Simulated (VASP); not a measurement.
Here is the system:

```yaml
crystal:
  lattice:
    - [-2.14220, 3.18704, 3.72307]
    - [2.14220, -3.18704, 3.72307]
    - [2.14220, 3.18704, -3.72307]
  atoms:
    - { symbol: Cs, position: [0.25446, 0.25446, 0.00000] }
    - { symbol: Cs, position: [0.74554, 0.74554, 0.00000] }
    - { symbol: O, position: [0.61715, 0.00000, 0.61715] }
    - { symbol: O, position: [0.38285, 0.00000, 0.38285] }
```

Level of theory: PBEsol GGA, VASP's PBE PAW potentials (set 64) (plane waves; VASP). Numerical set-up: 520 eV cut-off, 11×11×11 Γ-centred mesh, Gaussian smearing of 0.010 eV, potentials Cs_sv O.

### Question
What does the run give for the energy per atom (σ→0)?

### Answer

The energy per atom (σ→0) comes out as -4.164 eV/atom.

Total energies compare only between runs with the same potentials, cut-off and functional.

The structure comes from a computed database's Cs2O2 entry (Immm); how it stands against other phases isn't given here. It was relaxed first.
